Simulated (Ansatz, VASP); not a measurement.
## One calculation of ZnCd2Se3, two programs

Contents of INCAR:

```
SYSTEM = ZnCd2Se3
  PREC = Accurate
  ENCUT = 520
  EDIFF = 1E-7
  ISMEAR = 0
  SIGMA = 0.1
  LREAL = .FALSE.
  LASPH = .TRUE.
  NELM = 60
  ALGO = Normal
  ISIF = 2
  LWAVE = .FALSE.
  LCHARG = .TRUE.
  GGA = PE
  LELF = .TRUE.
  LVHAR = .TRUE.
  NBANDS = 36
```

Contents of KPOINTS:

```
Automatic mesh
0
G
  4 4 2
  0 0 0
```

Contents of POSCAR:

```
ZnCd2Se3
1.0
    4.0752600000      0.0000000000      0.0000000000
    0.0000000000      4.0752600000      0.0000000000
    0.0000000000      0.0000000000      8.9781803900
Zn Cd Se
1 2 3
Direct
    0.0000000000      0.0000000000      0.0000000000
    0.0000000000      0.5000000000      0.7315000300
    0.5000000000      0.0000000000      0.2684999700
    0.0000000000      0.5000000000      0.3835000100
    0.5000000000      0.0000000000      0.6164999900
    0.5000000000      0.5000000000      0.0000000000
```

Input for Ansatz:

```yaml
crystal:
  lattice:
    - [4.07526, 0.0, 0.0]
    - [0.0, 4.07526, 0.0]
    - [0.0, 0.0, 8.97818039]
  atoms:
    - { symbol: Zn, position: [0.0, 0.0, 0.0] }
    - { symbol: Cd, position: [0.0, 0.5, 0.73150003] }
    - { symbol: Cd, position: [0.5, 0.0, 0.26849997] }
    - { symbol: Se, position: [0.0, 0.5, 0.38350001] }
    - { symbol: Se, position: [0.5, 0.0, 0.61649999] }
    - { symbol: Se, position: [0.5, 0.5, 0.0] }
basis:
  ecutwfc: 420
kpoints:
  mp_grid: { grid: [4, 4, 2] }
hamiltonian:
  xc: pbe
scf:
  occupations: { method: gaussian, width: 0.1 }
  lower_state_search: "off"
output:
  forces: true
  stress: true
  eigenvalues: true
```

Change from the starting cell: species swapped into the Ti2CuSb3 type (P-4m2, No. 115).

Alike in both runs: task single point; functional PBE; k mesh 4 × 4 × 2; occupations gaussian, width 0.1 eV; no spin polarisation.

```csv
,VASP,Ansatz
version,VASP 6.6.1,Ansatz 0.2.0
potentials or method,"VASP PAW PBE potentials, release 64 (Zn, Cd, Se)","scalar-relativistic, plane waves, PAW"
plane-wave cutoff (eV),520,420
valence electrons in the cell,54,100
```

|  | VASP | Ansatz | Ansatz less VASP |
| --- | --- | --- | --- |
| gap on the k mesh at the Fermi level (eV) | none | none | - |
| pressure (GPa) | -5.3 | -5.4 | -0.14 |
| largest component of the traceless stress (GPa) | 2.43 | 2.45 | +0.018 |
| rms of the force components (eV/Å) | 0.332 | 0.334 | +0.0023 |

Atom by atom the forces differ by 0.002 eV/Å (rms over components). A gap of «none» marks a metal or a gap that the smearing closes. The functional is the same, so the differences come from potentials, cutoffs and numerics. The two sets of potentials don't hold the same shells in valence.

Caveats: the k mesh is coarse (spacing up to 0.39 Å⁻¹), so the values aren't converged.
